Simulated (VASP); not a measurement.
```
RbCl
1.0
    0.00000     3.15947     3.15947
    3.15947     0.00000     3.15947
    3.15947     3.15947     0.00000
Rb Cl
1 1
Cartesian
  0.00000   0.00000   0.00000
  3.15947   3.15947   3.15947
```

Computed with LDA (Ceperley-Alder, Perdew-Zunger), VASP's LDA PAW potentials (set 64) (plane waves; VASP 6.6.1). Run with 520 eV cut-off, 7×7×7 Γ-centred mesh, Gaussian smearing of 0.050 eV, potentials Rb_sv Cl.

### Question
What does the run give for the energy per atom (σ→0), band gap (on the k-mesh) with the smallest direct gap where there is one?

### Answer

```json
{
  "band gap (on the k-mesh)": "4.95 eV",
  "smallest direct gap (on the k-mesh)": "4.95 eV",
  "energy per atom (σ→0)": "-3.632 eV/atom"
}
```

Only differences to runs with the same potentials and settings are physical.

The compound is RbCl in the rock salt structure. This cell is one point of a volume scan, at 0.97 of the reference volume.
